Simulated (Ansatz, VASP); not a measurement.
# Cross-check of LaB6 between VASP and Ansatz, part 2 of 2

One calculation is typed for both programs; each brings its own data sets and cutoff. How far apart do they land? The cell is taken from a series of VASP runs on this material, whose earlier steps may have relaxed, scaled or displaced it; both programs get it as it stands.

VASP 6.6.1 and Ansatz 0.2.0.

So far: The starting structure; VASP: zone-centre phonons, LDA.

## (3) Ansatz: zone-centre phonons, LDA

Level of this step: Ansatz beside VASP: Kohn-Sham DFT, plane waves, LDA (Ansatz).

Ansatz runs on its default PAW (the set named soft_2) files.

The same cell, functional (in two slightly different forms), mesh and smearing now go to Ansatz, which takes its cutoff from its data sets.

Contents of input.yaml:

```yaml
crystal:
  lattice:
    - [4.0992778371, 0.0, 0.0]
    - [0.0, 4.0992778371, 0.0]
    - [0.0, 0.0, 4.0992778371]
  atoms:
    - { symbol: La, position: [0.0, 0.0, 0.0] }
    - { symbol: B, position: [0.5, 0.5, 0.8001390786] }
    - { symbol: B, position: [0.5, 0.5, 0.1998609214] }
    - { symbol: B, position: [0.5, 0.8001390786, 0.5] }
    - { symbol: B, position: [0.8001390786, 0.5, 0.5] }
    - { symbol: B, position: [0.5, 0.1998609214, 0.5] }
    - { symbol: B, position: [0.1998609214, 0.5, 0.5] }
hamiltonian:
  xc: lda
  pseudopotentials: { kind: paw }
kpoints:
  mp_grid: { grid: [8, 8, 8] }
scf:
  occupations: { method: gaussian, width: 0.05 }
phonons:
  method: dfpt
  qpoints: [[0, 0, 0]]
```

Command:

```bash
ansatz run input.yaml --threads 4 --pin off --max-ram 9216MiB --backend cpu --events-out ev --progress --plain --runs-dir out
```

Numbers of over 12 decimals in the logs are rounded to 6 here.

What it wrote:

```text
zone centre: on kpoints.mp_grid the ground state, and the responses unless they are solved on pairs of k-points, stand on 125 of the mesh's 512 k-points, reduced under 4 symmetry operations, with k and −k counted as one. Each operation leaves every solved displacement unchanged or reverses it
Engine: ansatz 0.2.0, aarch64-unknown-linux-gnu
Pseudopotentials: kind: paw
Pseudopotential: La, paw, valence charge 11, recommended cutoff 420 eV (normal), La.paw.azcp
Pseudopotential: B, paw, valence charge 3, recommended cutoff 420 eV (normal), B.paw.azcp
Functional definition: SPW92
  exchange = slater_x
  correlation = pw_c
Crystal: 7 atoms, lattice volume = 68.885 Å³
Basis set: ecut = 420 eV, 1357 PW (Γ), exchange–correlation on 60×60×60 points (8 copies of the dense FFT grid, shifted against one another)
Bands: 22, of which v1, the nominal top of the filled ones, is band 15 counted from 1 (14 counted from 0)
Symmetry: 48 space group operations
k-points: 125 of 512 (irreducible under 4 space group operations, time reversal used)
Non-local potential: La, projectors of the file, l = 0: 3, l = 1: 2, l = 2: 2, l = 3: 3
Non-local potential: B, projectors of the file, l = 0: 2, l = 1: 2, l = 2: 1
PAW form: soft (Blöchl's): semilocal exchange-correlation on the pseudo side does not see the compensation charge
PAW frozen core: La, regenerated for the run's functional, and the local potential with it (the file was generated under x = pbe(κ = 0.804, μ = 0.219515), c = pbe(β = 0.066725))
PAW frozen core: B, regenerated for the run's functional, and the local potential with it (the file was generated under x = pbe(κ = 0.804, μ = 0.219515), c = pbe(β = 0.066725))
PAW one-centre angular grid: La, 590 points (default); XC on 64 Gauss nodes
PAW one-centre angular grid: B, 110 points (default); XC on 64 Gauss nodes
Initial density: superposition of atomic densities (neutral atoms: chi_scale 0, normalization atom), corrected by the library's trained network
Initial wavefunctions: pseudopotential atomic-orbital guess
Functional: x = slater, c = lda
SCF iter   1: F=—  HF=-6978.793902 eV  |F-HF|=—  |Δ(HF+E_count)|=         —  Δρ=4.27e-3  dr2=9.74e-3  ethr=1.77e-3  ⟨swp⟩=5.1  Hψ=12859  notcnv=0
preconditioner: auto → Resta (q_TF=auto, 2.362 Å⁻¹)  ε∞=5.8  [insulator: Δε(μ)=0.140 eV  Ē_g=10.593 eV  σ=0.050 eV  W_gap=0.53  n_scr=18 (ndim 8)  ℏωp=23.2 eV  f_vac=0.000  D(μ)=0.79/eV (n_scr^D=0)  ε∞_Penn≈5.8]
SCF iter   2: F=—  HF=-6978.791504 eV  |F-HF|=—  |Δ(HF+E_count)|=   2.40e-3  Δρ=2.45e-3  dr2=3.02e-3  ethr=3.36e-5  ⟨swp⟩=2.0  Hψ=5550  notcnv=0  defer=33
SCF iter   3: F=—  HF=-6978.790627 eV  |F-HF|=—  |Δ(HF+E_count)|=   8.77e-4  Δρ=2.16e-4  dr2=3.21e-5  ethr=1.04e-5  ⟨swp⟩=2.3  Hψ=4268  notcnv=0  defer=33
SCF iter   4: F=—  HF=-6978.790625 eV  |F-HF|=—  |Δ(HF+E_count)|=   1.42e-6  Δρ=5.63e-5  dr2=1.95e-6  ethr=1.11e-7  ⟨swp⟩=2.2  Hψ=3595  notcnv=0  defer=33
SCF iter   5: F=—  HF=-6978.790624 eV  |F-HF|=—  |Δ(HF+E_count)|=   1.28e-6  Δρ=1.44e-5  dr2=1.15e-7  ethr=6.73e-9  ⟨swp⟩=2.7  Hψ=4373  notcnv=0  defer=33
SCF iter   6: F=—  HF=-6978.790624 eV  |F-HF|=—  |Δ(HF+E_count)|=   1.05e-8  Δρ=3.67e-6  dr2=8.67e-9  ethr=3.96e-10  ⟨swp⟩=2.3  Hψ=4164  notcnv=0  defer=33
SCF iter   7: F=—  HF=-6978.790624 eV  |F-HF|=—  |Δ(HF+E_count)|=  2.89e-10  Δρ=3.43e-7  dr2=6.25e-11  ethr=2.99e-11  ⟨swp⟩=2.3  Hψ=4138  notcnv=0  defer=33
SCF iter   8: F=-6978.790624 eV  HF=-6978.790624 eV  |F-HF|=9.09e-13  |Δ(HF+E_count)|=  5.46e-12  Δρ=8.82e-8  dr2=4.77e-12  ethr=1.00e-12  ⟨swp⟩=9.6  Hψ=13956  notcnv=0
SCF 1 converged in 8 iterations: F = -6978.790624 eV  dr2 = 4.77e-12
  greatest PAW one-centre occupation: 0.971 electrons in one spin orbital (limit 2), on the La atom at site 0 (counted from 0), in its partial waves of l = 0
DFPT response loops at Γ: preconditioner auto → Kerker (q_TF=auto, 2.362 Å⁻¹) (partly filled bands, converged f_vac=0.000); β = 1.00, the filter's whole step (`scf.mixing.beta` (0.50) is not read by the response loops under this deck's `scf.mixing.preconditioner`; to damp them name `kerker` or `kerker_dos`, under which they read `scf.mixing.beta`, and type it under 1.00, their step now; both keys bind the ground state too); Broyden in place of MSR1
SCF converged after 8 iterations
Free energy (F): -6978.790624 eV
Harris-Foulkes:  -6978.790624 eV  (|F-HF|=9.09e-13)
Internal energy: -6978.789613 eV  (E = F + TS)
E sigma→0 (E₀):  -6978.790119 eV
Entropy (-TS):   -0.001011 eV (-0.144 meV/atom)
Fermi energy:    12.303304 eV
--- Per-component energies (eV) ---
  E_band       = 56.226242
  E_kinetic    = 500.238021
  E_local      = -378.472934  (includes V_loc(G=0)·N_el)
  E_nonlocal   = 173.817377
  E_hartree    = 115.686749
  E_xc         = -335.428729
  E_vxc        = -382.449046  (∫ρ·V_xc dr)
  E_paw        = -5681.666022  (= ΣΔE_a)
  E_vpaw       = -88.280655  (= ΣTr[D̂ρ^β])
  E_aug_tail   = -0.000018  (compensation charges beyond the density's cutoff)
  E_ewald      = -1373.561779
  E_core_change = 0.597722  (= ΣΔE_core)
  E_smearing   = -0.001011  (= −TS)
  E_closure    = 0.000000  (closes the sum)
  Σ components = -6978.790624   (vs F -6978.790624, Δ=0.00e0)
--- Band table (eV; the first three rows and the last of 125) ---
  k-point 0: bands = [... 11 lower, 10.4857, 10.4857, 10.4857, 12.5667, 12.5667, 12.5667, 13.9783, 13.9783, ... 3 higher]
  k-point 1: bands = [... 11 lower, 10.0580, 10.0580, 10.5362, 11.8800, 13.0517, 13.0517, 13.9897, 14.2571, ... 3 higher]
  k-point 2: bands = [... 11 lower, 9.4310, 9.4310, 10.6659, 10.8649, 13.6855, 13.6855, 13.9760, 14.3341, ... 3 higher]
  k-point 124: bands = [... 11 lower, 9.9677, 9.9677, 9.9677, 13.8537, 14.1579, 14.1579, 14.1579, 14.1743, ... 3 higher]
--- Phonons (Γ-DFPT): 3 representative perturbations + reference, on 125 of 512 k-points (Σ response iterations 9) ---
  k mesh reduced under 4 symmetry operations, with k and −k counted as one. Each operation leaves every solved displacement unchanged or reverses it
  ASR residual: 1.120e-5 → 0.000e0 eV/Å²; symmetrization residual: 1.693e-7 eV/Å²
  ASR residual per site (eV/Å²): 1.12e-5 5.38e-6 5.38e-6 5.38e-6 5.38e-6 5.38e-6 5.38e-6
  Γ frequencies (cm⁻¹): 0.00 0.00 0.00 193.96 193.96 193.96 528.12 528.12 528.12 575.57 575.57 575.57 715.86 715.86 715.86 870.98 870.98 870.98 1154.34 1154.34 1307.59
  non-analytic LO–TO correction: not included (Born effective charges unavailable; polar crystals: no LO–TO splitting at Γ)
--- Phonons (arbitrary-q DFPT): 1 explicit q-point ---
  q = [0, 0, 0] (of the zone-centre solve; hermiticity 8.68e-9, symmetrization 5.97e-15): -0.00 -0.00 0.00 193.96 193.96 193.96 528.12 528.12 528.12 575.57 575.57 575.57 715.86 715.86 715.86 870.98 870.98 870.98 1154.34 1154.34 1307.59
  sum rule: each row above includes the acoustic sum rule's correction from the zone centre's row sums; it moved no ω² by more than (0.37 cm⁻¹)²
```

Run time: 20 s. Hardware: 4 threads of Arm Neoverse V1, shared host; peak memory 1 GiB.

In the SCF lines HF is the Harris–Foulkes energy and dr2 the Hartree energy of the density residual, in eV; the loop may stop once dr2 is under the threshold and the program's other checks hold. Hψ counts applications of the Hamiltonian.

## (4) Comparison

Known differences besides the potentials themselves: the two LDA forms differ slightly; the cutoff is 420 eV in Ansatz and 450 eV in VASP; VASP's log shows a relativistic correction to its local exchange, Ansatz's none; VASP uses finite displacements, Ansatz perturbation theory. Total energies have different zeros and are not compared.

The two programs side by side:

```tsv
quantity	Ansatz	VASP	difference
optical mode 1 to 3 (cm⁻¹)	194.0	194.1	-0.10 %
optical mode 4 to 6 (cm⁻¹)	528.1	528.9	-0.15 %
optical mode 7 to 9 (cm⁻¹)	575.6	574.7	+0.15 %
optical mode 10 to 12 (cm⁻¹)	715.9	717.5	-0.23 %
optical mode 13 to 15 (cm⁻¹)	871.0	873.3	-0.27 %
optical mode 16 to 17 (cm⁻¹)	1154.3	1155.0	-0.06 %
optical mode 18 (cm⁻¹)	1307.6	1311.3	-0.28 %
```

Modes are paired by rising frequency and degeneracy, not by their patterns, so a pair may still set unlike modes beside each other.

## (5) VASP: zone-centre phonons, PBEsol with D3(BJ)

Second derivatives magnify differences that forces hide, and they need a tight electronic threshold. The cell compared in this pair holds 69.02 Å³, against 68.88 Å³ for the pair before.

Contents of INCAR:

```
SYSTEM = LaB6
PREC = Accurate
ENCUT = 450
EDIFF = 1E-08
NELM = 100
ISMEAR = 0
SIGMA = 0.05
LREAL = .FALSE.
ALGO = Normal
GGA = PS
IVDW = 12
NBANDS = 21
LASPH = .TRUE.
LORBIT = 11
LWAVE = .FALSE.
LCHARG = .FALSE.
KPAR = 8
IBRION = 6
NFREE = 2
POTIM = 0.015
NSW = 1
ISIF = 2
```

Contents of POSCAR:

```
LaB6
1.0
    4.1020037060      0.0000000000      0.0000000000
    0.0000000000      4.1020037060      0.0000000000
    0.0000000000      0.0000000000      4.1020037060
La B
1 6
Direct
    0.0000000000      0.0000000000      0.0000000000
    0.5000000000      0.5000000000      0.8007087294
    0.5000000000      0.5000000000      0.1992912706
    0.5000000000      0.8007087294      0.5000000000
    0.8007087294      0.5000000000      0.5000000000
    0.5000000000      0.1992912706      0.5000000000
    0.1992912706      0.5000000000      0.5000000000
```

Contents of KPOINTS:

```
Automatic mesh
0
Gamma
8 8 8
0 0 0
```

The projector-augmented-wave data sets are La and B (PBE family, release 64).

Command:

```bash
mpirun -np 8 vasp_std
```

What it wrote:

```text
[banner, memory and clock lines left out]
running    8 mpi-ranks, on    1 nodes
[...]
[... a notice as in an earlier step ...]

|                                                                             |
|               ----> ADVICE to this user running VASP <----                  |
|                                                                             |
|     You enforced a specific xc type in the INCAR file but a different       |
|     [... a line on the potential file left out ...]
|     I HOPE YOU KNOW WHAT YOU ARE DOING!                                     |
|                                                                             |

 LDA part: xc-table for (Slater+PW92), standard interpolation
 POSCAR, INCAR and KPOINTS ok, starting setup
[...]
entering main loop
       N       E                     dE             d eps       ncg     rms          rms(c)
DAV:   1     0.203944979263E+03    0.20394E+03   -0.10240E+04  1534   0.155E+03
DAV:   2    -0.244577313896E+02   -0.22840E+03   -0.20955E+03  1843   0.289E+02
DAV:   3    -0.548373753834E+02   -0.30380E+02   -0.26640E+02  2216   0.133E+02
DAV:   4    -0.559537787713E+02   -0.11164E+01   -0.11113E+01  2668   0.242E+01
[...]
DAV:  18    -0.515146197137E+02    0.33028E-07   -0.13215E-07  2487   0.300E-03    0.193E-04
DAV:  19    -0.515146197301E+02   -0.16405E-07   -0.21616E-08  2192   0.154E-03    0.136E-04
DAV:  20    -0.515146197241E+02    0.59467E-08   -0.19096E-09  1085   0.674E-04
   1 F= -.53180237E+02 E0= -.53179767E+02  d E =-.940474E-03
[... from here on, the cycles between the ionic steps are left out ...]
   2 F= -.53179526E+02 E0= -.53179056E+02  d E =-.941473E-03
   3 F= -.53179526E+02 E0= -.53179056E+02  d E =-.941472E-03
   4 F= -.53178668E+02 E0= -.53178203E+02  d E =-.931569E-03
   5 F= -.53178668E+02 E0= -.53178203E+02  d E =-.931571E-03
   6 F= -.53175690E+02 E0= -.53175219E+02  d E =-.941669E-03
   7 F= -.53175727E+02 E0= -.53175269E+02  d E =-.917157E-03
 Finite differences progress:
  Degree of freedom:   3/  3
  Displacement:        2/  2
  Total:               6/  6
```

From OUTCAR (step 5):

```text
 Edisp (eV)   -1.66568

  FREE ENERGIE OF THE ION-ELECTRON SYSTEM (eV)
  ---------------------------------------------------
  free  energy   TOTEN  =       -53.1757274839 eV

  energy  without entropy=      -53.1748103267  energy(sigma->0) =      -53.17526891

[... 1 part as in an earlier step ...]

[... 1 further part left out ...]
[key lines of the parts left out:]
E-fermi :   8.7620
```

Dispersion corrections of this kind ignore metallic screening and tend to overbind metals.

## (6) Ansatz: zone-centre phonons, PBEsol with D3(BJ)

The same cell, functional, mesh and smearing now go to Ansatz, which takes its cutoff from its data sets.

The cell is taken from a series of VASP runs on this material, whose earlier steps may have relaxed, scaled or displaced it; both programs get it as it stands.

Contents of input.yaml:

```yaml
crystal:
  lattice:
    - [4.102003706, 0.0, 0.0]
    - [0.0, 4.102003706, 0.0]
    - [0.0, 0.0, 4.102003706]
  atoms:
    - { symbol: La, position: [0.0, 0.0, 0.0] }
    - { symbol: B, position: [0.5, 0.5, 0.8007087294] }
    - { symbol: B, position: [0.5, 0.5, 0.1992912706] }
    - { symbol: B, position: [0.5, 0.8007087294, 0.5] }
    - { symbol: B, position: [0.8007087294, 0.5, 0.5] }
    - { symbol: B, position: [0.5, 0.1992912706, 0.5] }
    - { symbol: B, position: [0.1992912706, 0.5, 0.5] }
hamiltonian:
  xc: pbesol
  pseudopotentials: { kind: paw }
  dispersion: d3bj
kpoints:
  mp_grid: { grid: [8, 8, 8] }
scf:
  occupations: { method: gaussian, width: 0.05 }
phonons:
  method: dfpt
  qpoints: [[0, 0, 0]]
```

Command:

```bash
ansatz run input.yaml --threads 4 --pin off --max-ram 9216MiB --backend cpu --events-out ev --progress --plain --runs-dir out
```

What it wrote:

```text
[...]
Crystal: 7 atoms, lattice volume = 69.022 Å³
Basis set: ecut = 420 eV, 1357 PW (Γ), exchange–correlation on 60×60×60 points (8 copies of the dense FFT grid, shifted against one another)
Bands: 22, of which v1, the nominal top of the filled ones, is band 15 counted from 1 (14 counted from 0)
Symmetry: 48 space group operations
k-points: 125 of 512 (irreducible under 4 space group operations, time reversal used)
[...]
pairwise dispersion correction: d3bj (s6 = 1.0, s8 = 2.9491, a1 = 0.4466, a2_bohr = 6.1742), with the weights of each atom's references fixed at the reference crystal's, and the forces and stress that the weights' published response gives there kept as a pressure on the atom's counted neighbours (hamiltonian.dispersion)
  ASR residual per site (eV/Å²): 2.96e-5 1.43e-5 1.43e-5 1.43e-5 1.43e-5 1.43e-5 1.43e-5
[...]
--- Phonons (arbitrary-q DFPT): 1 explicit q-point ---
[...]
[key lines of the parts left out:]
SCF converged after 8 iterations
Free energy (F): -7082.890815 eV
Fermi energy:    12.423948 eV
```

It took 20 s on 4 threads; peak memory 1 GiB; 74 s of CPU time.

## (7) Comparison

What differs besides the data sets and the points named for the pairs above, as far as they apply: Ansatz makes its cores anew for this functional, VASP keeps those of its PBE data sets; Ansatz takes the dispersion share of the force constants at frozen C6 weights, VASP differentiates the full forces. Total energies have different zeros and are not compared.

Compared:

```tsv
quantity	Ansatz	VASP	difference
optical mode 1 to 3 (cm⁻¹)	196.0	195.5	+0.23 %
optical mode 4 to 6 (cm⁻¹)	529.7	531.2	-0.29 %
optical mode 7 to 9 (cm⁻¹)	562.7	561.8	+0.15 %
optical mode 10 to 12 (cm⁻¹)	717.2	720.4	-0.44 %
optical mode 13 to 15 (cm⁻¹)	875.7	879.6	-0.44 %
optical mode 16 to 17 (cm⁻¹)	1170.5	1173.1	-0.22 %
optical mode 18 (cm⁻¹)	1327.9	1335.6	-0.58 %
```

Modes are paired by rising frequency and degeneracy, not by their patterns, so a pair may still set unlike modes beside each other.

## (8) Outcome

```json
{
  "r.m.s. difference of the optical zone-centre modes, each program's sorted by frequency (zone-centre phonons, LDA)": "1.5 cm⁻¹",
  "r.m.s. difference of the optical zone-centre modes, each program's sorted by frequency (zone-centre phonons, PBEsol with D3(BJ))": "3.0 cm⁻¹",
  "difference in optical mode 18 (zone-centre phonons, PBEsol with D3(BJ))": "-0.6 %"
}
```

In words: The r.m.s. difference of the optical zone-centre modes, each program's sorted by frequency is 1.5 cm⁻¹ (zone-centre phonons, LDA). Among the rows given in per cent, the largest difference of the zone-centre phonons, PBEsol with D3(BJ) pair is in optical mode 18, -0.6 %. How closely two codes agree says nothing of how well the functional describes the real material.

[Lines on the potential files, build, host, timing and source positions are cut from VASP's logs without a mark.]

[Logs are printed without paths, hosts, clocks, repeated set-up lines and the standing remarks that a program may print on its own settings, such as how far it seeks lower states.]

[Hosts, paths, dates, database ids (printed as entryN), source tags and the programs' standing remarks are cut or masked in the printed files.]
